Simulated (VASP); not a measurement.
An input for Quantum ESPRESSO's pw.x (written as the equivalent of a VASP run, and not itself run):

```
&CONTROL
  calculation = 'scf'
  pseudo_dir = './pseudo'
  outdir = './out'
  tprnfor = .true.
  tstress = .true.
/
&SYSTEM
  ibrav = 0
  nat = 4
  ntyp = 2
  ecutwfc = 84
  occupations = 'smearing'
  smearing = 'gaussian'
  degauss = 0.01999
  input_dft = 'pbesol'
/
&ELECTRONS
  conv_thr = 7.3e-08
  electron_maxstep = 100
/
ATOMIC_SPECIES
  Pt 195.084 Pt.upf
  Sb 121.760 Sb.upf
CELL_PARAMETERS angstrom
     4.1887150    0.0000000    0.0000000
    -2.0943580    3.6275340    0.0000000
     0.0000000    0.0000000    5.5643110
ATOMIC_POSITIONS crystal
  Pt  -0.0125740 -0.0002770  0.0006740
  Pt   0.0151310 -0.0021980  0.4946400
  Sb   0.3279610  0.6608230  0.2580330
  Sb   0.6694830  0.3416510  0.7466530
K_POINTS automatic
  5 5 3 0 0 0
```

Task: Translate this input to VASP (INCAR, KPOINTS, POSCAR, choice of POTCAR).

Result: One answer among several that fit: 
**INCAR**
```
SYSTEM = SbPt
PREC = Accurate
ENCUT = 300
EDIFF = 1E-6
NELM = 100
ALGO = Normal
LREAL = .FALSE.
LASPH = .TRUE.
ISMEAR = 0
SIGMA = 0.272
GGA = PS
LMAXMIX = 6
LWAVE = .FALSE.
LCHARG = .FALSE.
ISIF = 2
```

File KPOINTS:
```
K-points
0
G
5 5 3
0 0 0
```

POSCAR:
```
SbPt
1
    4.1887150000     0.0000000000     0.0000000000
   -2.0943580000     3.6275340000     0.0000000000
    0.0000000000     0.0000000000     5.5643110000
Pt Sb
2 2
Direct
 -0.0125740000  -0.0002770000   0.0006740000
  0.0151310000  -0.0021980000   0.4946400000
  0.3279610000   0.6608230000   0.2580330000
  0.6694830000   0.3416510000   0.7466530000
```

POTCAR, in this order: Pt Sb (PBE.64 set). Program: vasp_std.

The two are equivalent in intent, not identical: the potentials are each code's own (VASP's PAW set, PseudoDojo norm-conserving files in pw.x), so ENCUT and ecutwfc are chosen apart and not converted; conv_thr bounds pw.x's estimated SCF error, while EDIFF bounds the energy change between steps.

The structure comes from a measured SbPt entry of the Crystallography Open Database, whose conditions weren't checked. The cell was not relaxed at this level, atoms are displaced from their ideal sites. The k-mesh is coarse (spacing up to 0.38 per Å, 2π included), so the numbers may not be converged in it.
